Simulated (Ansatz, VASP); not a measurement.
# Ag (Ag wire along [111], 7 atoms a period) in two plane-wave programs, part 2 of 2

One calculation is typed for both programs; each brings its own data sets. How far apart do they land? Of the first pair: The structure shown is the start of the Ansatz relaxation below; VASP solves that cell, so the two are compared at the walk's first step.

VASP 6.6.1 and Ansatz 0.2.0.

So far. Step 4 (Comparison): The forces differ by 3.2 meV/Å r.m.s., which is 1.0 % of the r.m.s. force of 0.336 eV/Å (both taken over all components).

### Step 5. Ansatz: relaxation, PBE

Level of this step: Ansatz beside VASP: Kohn-Sham DFT, plane waves, PBE (Ansatz).

This run makes the geometry at which the two programs are then compared. The cell compared in this pair holds 651.16 Å³, against 712.83 Å³ for the pair before.

The structure compared here is the end of the Ansatz relaxation.

Contents of input.yaml:

```yaml
crystal:
  lattice:
    - [9.734, 0.0, 0.0]
    - [0.0, 10.188, 0.0]
    - [0.0, 0.0, 7.1880108514]
  atoms:
    - { symbol: Ag, position: [0.500025331, 0.500022615, 0.0] }
    - { symbol: Ag, position: [0.349291144, 0.416874284, 0.333333333] }
    - { symbol: Ag, position: [0.500025331, 0.666319279, 0.333333333] }
    - { symbol: Ag, position: [0.650759517, 0.416874284, 0.333333333] }
    - { symbol: Ag, position: [0.349291144, 0.583170947, 0.666666667] }
    - { symbol: Ag, position: [0.500025331, 0.333725952, 0.666666667] }
    - { symbol: Ag, position: [0.650759517, 0.583170947, 0.666666667] }
kpoints:
  mp_grid: { grid: [1, 1, 12] }
scf:
  occupations: { method: fermi_dirac, width: 0.05 }
hamiltonian:
  xc: pbe
  pseudopotentials: { kind: paw, azcp: { folder: soft_1 } }
relax:
  cell: { fix: [a, b, alpha, beta, gamma] }
  max_steps: 45
  f_tol: 0.03
```

Launch:

```bash
$ ansatz run input.yaml --threads 4 --pin off --max-ram 16384MiB --backend cpu --events-out ev --progress --plain --runs-dir out
```

Numbers of over 12 decimals in the logs are rounded to 6 here.

Log:

```text
[...]
Crystal: 7 atoms, lattice volume = 712.835 Å³
Basis set: ecut = 420 eV, 13927 PW (Γ), exchange–correlation on 144×144×100 points (8 copies of the dense FFT grid, shifted against one another)
Bands: 80, of which v1, the nominal top of the filled ones, is band 67 counted from 1 (66 counted from 0)
Symmetry: 4 space group operations
[...]
k-points: 7 of 12
[...]
- [9.734, 0.0, 0.0]
    - [0.0, 10.188, 0]
    - [0.0, 0, 6.566063]
  atoms:
    - { symbol: Ag, position: [0.500025, 0.500023, 0] }
    - { symbol: Ag, position: [0.351907, 0.416951, 0.332732] }
    - { symbol: Ag, position: [0.500025, 0.664903, 0.330918] }
    - { symbol: Ag, position: [0.648143, 0.416951, 0.332732] }
    - { symbol: Ag, position: [0.351907, 0.583094, 0.667268] }
    - { symbol: Ag, position: [0.500025, 0.335142, 0.669082] }
    - { symbol: Ag, position: [0.648143, 0.583094, 0.667268] }
[key lines of the parts left out:]
SCF converged after 8 iterations
Free energy (F): -53127.777292 eV
Fermi energy:    -0.521675 eV
P = ⅓ Tr σ = 0.0645 GPa (0.645 kbar)
```

### Step 6. VASP: single point, PBE, relaxed cell, pair 2

The same cell, functional, mesh and smearing now go to VASP, with its own data sets.

Contents of INCAR:

```
SYSTEM = Ag
PREC = Accurate
ENCUT = 500
EDIFF = 1E-06
NELM = 120
ISMEAR = -1
SIGMA = 0.05
LREAL = .FALSE.
ALGO = Normal
GGA = PE
NBANDS = 47
LASPH = .TRUE.
LORBIT = 11
LWAVE = .FALSE.
LCHARG = .FALSE.
ISIF = 2
GGA_COMPAT = .FALSE.
KPAR = 2
```

Contents of POSCAR:

```
Ag
1.0
    9.7340000000      0.0000000000      0.0000000000
    0.0000000000     10.1880000000      0.0000000000
    0.0000000000      0.0000000000      6.5660628741
Ag
7
Direct
    0.5000000000      0.5000226154      0.0000000000
    0.3518821570      0.4169511763      0.3327316140
    0.5000000000      0.6649030024      0.3309176562
    0.6481178430      0.4169511763      0.3327316140
    0.3518821570      0.5830940546      0.6672683860
    0.5000000000      0.3351422284      0.6690823438
    0.6481178430      0.5830940546      0.6672683860
```

Contents of KPOINTS:

```
Automatic mesh
0
Gamma
1 1 12
0 0 0
```

PAW data sets: Ag (PBE family, release 64).

Launch:

```bash
$ mpirun -np 2 vasp_std
```

Log:

```text
[... set-up lines as in an earlier step ...]
 entering main loop
       N       E                     dE             d eps       ncg     rms          rms(c)
DAV:   1     0.465343495038E+03    0.46534E+03   -0.28046E+04   658   0.122E+03
DAV:   2     0.221566131645E+02   -0.44319E+03   -0.40689E+03   805   0.237E+02
DAV:   3    -0.128934130672E+02   -0.35050E+02   -0.34227E+02   782   0.630E+01
DAV:   4    -0.135031226174E+02   -0.60971E+00   -0.60940E+00   679   0.904E+00
[...]
DAV:  16    -0.125441282067E+02   -0.22636E-04   -0.27186E-06   480   0.631E-03    0.990E-04
DAV:  17    -0.125441301570E+02   -0.19503E-05   -0.51207E-07   448   0.195E-03    0.582E-04
DAV:  18    -0.125441302557E+02   -0.98771E-07   -0.73515E-08   456   0.140E-03
   1 F= -.12544130E+02 E0= -.12523851E+02  d E =-.405582E-01
```

Parts of OUTCAR (step 6):

```text
  Total        0.3572576      0.1893492     -0.0956542      0.0000000      0.0218810      0.0000000
  in kB        0.8790362      0.4658957     -0.2353582      0.0000000      0.0538385      0.0000000
  external PRESSURE =       0.3698579 kB  Pullay stress =       0.0000000 kB

 POSITION                                       TOTAL-FORCE (eV/Angst)
 -----------------------------------------------------------------------------------
      4.86700      5.09423      0.00000         0.000000      0.000000      0.000000
      3.42522      4.24790      2.18474         0.015937      0.008384     -0.002466
      4.86700      6.77403      2.17283         0.000000     -0.017480     -0.002355
      6.30878      4.24790      2.18474        -0.015937      0.008384     -0.002466
      3.42522      5.94056      4.38133         0.015937     -0.008384      0.002466
      4.86700      3.41443      4.39324         0.000000      0.017480      0.002355
      6.30878      5.94056      4.38133        -0.015937     -0.008384      0.002466
 -----------------------------------------------------------------------------------
    total drift:                                0.000000      0.000002      0.000000

  FREE ENERGIE OF THE ION-ELECTRON SYSTEM (eV)
  ---------------------------------------------------
  free  energy   TOTEN  =       -12.5441302557 eV

  energy  without entropy=      -12.5035720438  energy(sigma->0) =      -12.52385115

[... 1 part as in an earlier step ...]

[... 2 further parts left out ...]
[key lines of the parts left out:]
E-fermi :  -2.1372
```

### Step 7. Differences

What differs besides the data sets and the points named for the pairs above, as far as they apply: the data sets hold 133 valence electrons in Ansatz (on its PAW soft_1 files) and 77 in VASP; the cutoff is 420 eV in Ansatz and 500 eV in VASP; Ansatz's pressure holds a Pulay correction, VASP's none. Total energies have different zeros and are not compared.

The two programs side by side:

| quantity | Ansatz | VASP | difference |
| --- | --- | --- | --- |
| pressure (GPa) | 0.06 | 0.04 | +0.03 |

At this near-relaxed geometry the largest component of a force difference is 13 meV/Å.

### Step 8. Summary of results

```json
{
 "r.m.s. force difference (single point, PBE, start cell, pair 1)": "0.95 % of the r.m.s. force",
 "difference in pressure (single point, PBE, relaxed cell, pair 2)": "0.028 GPa",
 "r.m.s. force difference (single point, PBE, relaxed cell, pair 2)": "7.6 meV/Å"
}
```

The r.m.s. force difference is 7.6 meV/Å (single point, PBE, relaxed cell, pair 2), within the 12 meV/Å picked in this series as the mark of a large difference. The data sets hold unlike numbers of valence electrons (133 in Ansatz and 77 in VASP), so part of the differences comes from the potentials. How closely two codes agree says nothing of how well the functional describes the real material.

[Lines on the potential files, build, host, timing and source positions are cut from VASP's logs without a mark.]

[Logs are printed without paths, hosts, clocks, repeated set-up lines and the standing remarks that a program may print on its own settings, such as how far it seeks lower states.]

[Hosts, paths, dates, database ids (printed as entryN), source tags and the programs' standing remarks are cut or masked in the printed files.]
